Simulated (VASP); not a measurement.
```
CELL_PARAMETERS angstrom
      0.00000     1.74040     1.74040
      1.74040     0.00000     1.74040
      1.74040     1.74040     0.00000
ATOMIC_POSITIONS crystal
  C  0.00000 0.00000 0.00000
  C  0.25000 0.25000 0.25000
```

Level of theory: AM05 GGA, VASP's PBE PAW potentials (set 64) (plane waves; VASP). Run with 520 eV cut-off, 13×13×13 Γ-centred mesh, Gaussian smearing of 0.050 eV, potentials C.

Question: Give the stress tensor in GPa (positive for a compressed cell).

Answer: 
```
31.33   0.00   0.00
 0.00  31.33   0.00
 0.00   0.00  31.33
```
The pressure is its mean diagonal, 31.33 GPa.

The compound is C in the diamond structure. This cell is one point of a volume scan, at 0.94 of the reference volume.
